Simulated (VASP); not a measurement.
Wanted: the native input for a VASP 6.6.1 run.

```
Task                   : relaxation of the atoms
Functional             : r2SCAN
Potentials or basis    : VASP PAW PBE potentials, release 64 (In_d, As)
Cutoff                 : 600 eV
k mesh                 : 10 × 10 × 10
Occupations            : gaussian, width 0.03 eV
Spin                   : no spin polarisation
Further INCAR settings : ALGO = Normal; EDIFF = 1e-07; IBRION = 2; EDIFFG = -0.01; NSW = 40
```

The structure of InAs lies in POSCAR:

```
InAs                                    
1.0
    0.0000000000      3.0138400994      3.0138400994
    3.0138400994      0.0000000000      3.0138400994
    3.0138400994      3.0138400994      0.0000000000
  In              As            
     1     1
Direct
     0.0000000000000000    0.0000000000000000    0.0000000000000000
     0.2500000000000000    0.2500000000000000    0.2500000000000000
```

The cell isn't the ideal one: a relaxed cell with its volume scaled by 0.96.

One way to write it, as run:

INCAR

```
  PREC = Accurate
  ENCUT = 600
  EDIFF = 1E-7
  ISMEAR = 0
  SIGMA = 0.03
  LREAL = False
  LASPH = True
  NELM = 80
  ALGO = Normal
  ISIF = 2
  LWAVE = False
  LCHARG = False
  METAGGA = R2SCAN
  LMIXTAU = True
  IBRION = 2
  NSW = 40
  EDIFFG = -0.01
```

KPOINTS

```
regular mesh
0
Gamma
  10 10 10
```

Potentials or basis: VASP PAW PBE potentials, release 64 (In_d, As).

Launch:

```bash
$ cat potpaw_PBE.64/In_d/POTCAR potpaw_PBE.64/As/POTCAR > POTCAR
$ mpirun -np 1 vasp_std > vasp.out
```

Results of the run:

The pressure after relaxing is 2.6 GPa. The band gap on the k mesh is 0.30 eV, direct.

Caveat: the relaxation stopped at its first step, so nothing moved; the PAW data sets were made with another functional, which shifts forces and pressure a little; spin-orbit coupling is left out, which moves the levels of the heavy elements.

It took 2.5 min on 1 thread of Intel(R) Xeon(R) 6975P-C (Granite Rapids), on a shared host, peak memory 0.22 GiB.
